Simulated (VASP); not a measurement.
Input:

Space group F-43m (No. 216); a = 6.1968 Å, b = 6.1968 Å, c = 6.1968 Å, α = 90.00°, β = 90.00°, γ = 90.00°

```csv
atom,site,symmetry,x,y,z
Cu,4a,-43m,0.0000,0.0000,0.0000
I,4d,-43m,0.7500,0.7500,0.7500
```
(The calculation used a cell of 2 atoms; values per cell refer to that cell.)

Calculation: RPBE GGA, VASP's PBE PAW potentials (set 64) (plane waves; VASP). Run with 520 eV cut-off, 7×7×7 Γ-centred mesh, Gaussian smearing of 0.050 eV, potentials Cu I.

Give the energy at these volumes per atom, relative to the lowest: 27.94, 28.83, 29.72, 30.61, 31.51 Å³.

12.1, 2.9, 0.0, 2.3, 8.9 meV/atom. A third-order Birch-Murnaghan fit gives B0 = 30.9 GPa and B0′ = 5.4.

The compound is CuI in the zinc blende structure. It was relaxed first, which changed the volume by +7 %.
